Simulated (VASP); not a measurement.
GaAs (zinc blende): the bulk modulus from VASP (plane waves, PAW) at several levels of theory. Static lattice, third-order Birch-Murnaghan fit over five volumes.

```tsv
level	bulk modulus (GPa)	error against measurement
LDA	74.5	-2.8 %
PBE	59.6	-22.3 %
PBEsol	69.2	-9.8 %
RPBE	54.6	-28.8 %
AM05	67.1	-12.5 %
PBE-D3(BJ)	67.4	-12.2 %
PBE-D4	69.5	-9.4 %
optB88-vdW	60.7	-20.8 %
rev-vdW-DF2	62.2	-18.9 %
revTPSS	67.7	-11.7 %
SCAN	72.7	-5.2 %
r2SCAN	72.7	-5.2 %
r2SCAN+rVV10	75.1	-2.1 %
HSE06	72.7	-5.2 %
HSEsol	78.6	+2.5 %
PBE0	74.0	-3.5 %
```

Measured: 76.7 GPa at 0 K (as given by Daniel Mejia-Rodriguez et al., Physical Review B (2018), arXiv:1807.09216; 0 K value with the zero-point phonon effect removed).

The cell of the LDA run:

```cif
data_As4Ga4
_chemical_formula_sum 'Ga4 As4'
_space_group_name_H-M_alt 'F-43m'
_space_group_IT_number 216
_space_group_name_Hall 'F -4 2 3'
_cell_length_a 5.61070
_cell_length_b 5.61070
_cell_length_c 5.61070
_cell_angle_alpha 90.000
_cell_angle_beta 90.000
_cell_angle_gamma 90.000
loop_
_atom_site_label
_atom_site_type_symbol
_atom_site_symmetry_multiplicity
_atom_site_Wyckoff_symbol
_atom_site_fract_x
_atom_site_fract_y
_atom_site_fract_z
_atom_site_occupancy
Ga1 Ga 4 a 0.00000 0.00000 0.00000 1
As1 As 4 d 0.75000 0.75000 0.75000 1
```
(The calculation used a cell of 2 atoms; values per cell refer to that cell.)

Only levels that ran to the end are used. Left out are those held back, those with too coarse a band path, GW runs whose mesh misses a band edge, hybrids' fits of cells that aren't cubic and levels without matching references; a question may draw on a part of the rest.

The compound is GaAs in the zinc blende structure.
